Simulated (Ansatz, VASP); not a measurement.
## One calculation of CoNiO2, two programs

```
Ni Co O
1.0
     2.95280    0.00000    0.00000
     0.00000    2.95280    0.00000
     0.00000    0.00000    4.13609
Ni Co O
1 1 2
Cartesian
  0.0000 0.0000 0.0000
  1.4764 1.4764 2.0680
  0.0000 0.0000 2.0680
  1.4764 1.4764 0.0000
```

Change from the starting cell: volume scaled by 0.94.

Alike in both runs: task single point; functional PBE; k mesh 9 × 9 × 6; occupations fermi-dirac, width 0.05 eV; collinear spin, ferromagnetic start.

|  | VASP | Ansatz |
| --- | --- | --- |
| version | VASP 6.6.1 | Ansatz 0.2.0 |
| potentials or method | VASP PAW PBE potentials, release 64 (Ni, Co, O) | Ansatz PAW |
| plane-wave cutoff (eV) | 520 | 420 |
| valence electrons in the cell | 31 | 47 |

VASP gave:

```
gap on the k mesh at the Fermi level (eV)                     : none
pressure (GPa)                                                : 7.2
largest component of the traceless stress (GPa)               : 1.48
net moment per atom (μB)                                      : 1.00
size of the moment on the site where the two differ most (μB) : 2.16
```

Which values does Ansatz return?

gap on the k mesh at the Fermi level (eV): none; pressure (GPa): 7.8; largest component of the traceless stress (GPa): 1.54; net moment per atom (μB): 1.02; size of the moment on the site where the two differ most (μB): 2.10.

Site moments also hang on the region over which each program counts them. A gap of «none» marks a metal or a gap that the smearing closes. The two sets of potentials don't hold the same shells in valence.

Caveats: semilocal functionals often make such compounds metallic where correlation or magnetic order opens a gap, which also shifts bond lengths; the pressure holds a Pulay correction of +0.8 GPa for the finite cutoff (Ansatz).
